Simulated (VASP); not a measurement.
Here is a VASP 6.6.1 calculation.

File INCAR:

```
SYSTEM = Ca3ZrN3
ALGO = Normal
EDIFF = 1E-6
ENCUT = 520
GGA = PE
ISIF = 2
ISMEAR = 0
ISPIN = 2
KPAR = 8
LASPH = .True.
LCHARG = .False.
LMAXMIX = 4
LORBIT = 11
LREAL = .False.
LWAVE = .False.
MAGMOM = 0 0 0 0 0 0 1.5 1.5 0 0 0 0 0 0
NELM = 150
PREC = Accurate
SIGMA = 0.1
```

KPOINTS

```
k-points
0
Gamma
  6 6 4
  0 0 0
```

POSCAR

```
Ca3ZrN3
1.0
    4.8658100000      0.0000000000      0.0000000000
    0.0000000000      4.8413600000      0.0000000000
   -0.0109980000      0.0000000000      9.8007440000
Ca Zr N
6 2 6
Direct
    0.5030260000      0.5009400000      0.7476350000
    0.5030260000      0.4990600000      0.2476350000
    0.5035760000      0.9973170000      0.9983980000
    0.5035760000      0.0026830000      0.4983980000
    0.0021140000      0.9983330000      0.7475290000
    0.0021140000      0.0016670000      0.2475290000
    0.0260800000      0.4760050000      0.9852140000
    0.0260800000      0.5239950000      0.4852140000
    0.9982100000      0.0341760000      0.0005970000
    0.9982100000      0.9658240000      0.5005970000
    0.9989220000      0.4978210000      0.7709090000
    0.9989220000      0.5021790000      0.2709090000
    0.4612580000      0.5018940000      0.0003490000
    0.4612580000      0.4981060000      0.5003490000
```

Potentials or basis: VASP PAW PBE potentials, release 64 (Ca_sv, Zr_sv, N).

The run is started by

```bash
$ cat potpaw_PBE.64/Ca_sv/POTCAR potpaw_PBE.64/Zr_sv/POTCAR potpaw_PBE.64/N/POTCAR > POTCAR
$ mpirun -np 8 vasp_std > vasp.out
```

(1) Estimate the largest force.

(2) Predict the pressure.

Answers

(1) 0.017 eV/Å.

(2) 0.0 GPa.
